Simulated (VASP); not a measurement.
A run of VASP 6.6.1:

Contents of INCAR:

```
SYSTEM = PtSe2
PREC = Accurate
ENCUT = 600
EDIFF = 1E-6
ISMEAR = 0
SIGMA = 0.03
LREAL = .False.
LASPH = .True.
NELM = 80
ALGO = Normal
ISIF = 3
LWAVE = .False.
LCHARG = .False.
GGA = PE
IVDW = 12
IBRION = 2
NSW = 90
EDIFFG = -0.01
```

Contents of KPOINTS:

```
Automatic mesh
0
Gamma
  9 9 5
  0 0 0
```

File POSCAR:

```
PtSe2
1.0
    3.7240000000      0.0000000000      0.0000000000
   -1.8620000000      3.2250786037      0.0000000000
    0.0000000000      0.0000000000      5.0620000000
Pt Se
1 2
Direct
    0.0000000000      0.0000000000      0.0000000000
    0.3333333333      0.6666666667      0.2500000000
    0.6666666667      0.3333333333      0.7500000000
```

Potentials or basis: VASP PAW PBE potentials, release 64 (Pt, Se).

The run is started by

```bash
$ cat potpaw_PBE.64/Pt/POTCAR potpaw_PBE.64/Se/POTCAR > POTCAR
$ mpirun -np 1 vasp_std > vasp.out
```

Hardware: 1 thread of Intel(R) Xeon(R) Platinum 8259CL CPU @ 2.50GHz (Skylake/Cascade Lake), with other jobs on the host.

Q: Estimate the wall time of this run.

A: Wall time 7.4 min on 1 thread of Intel(R) Xeon(R) Platinum 8259CL CPU @ 2.50GHz (Skylake/Cascade Lake) (shared host), peak memory 0.24 GiB. Counts: scf iterations 126, k points 50, ion steps 20.
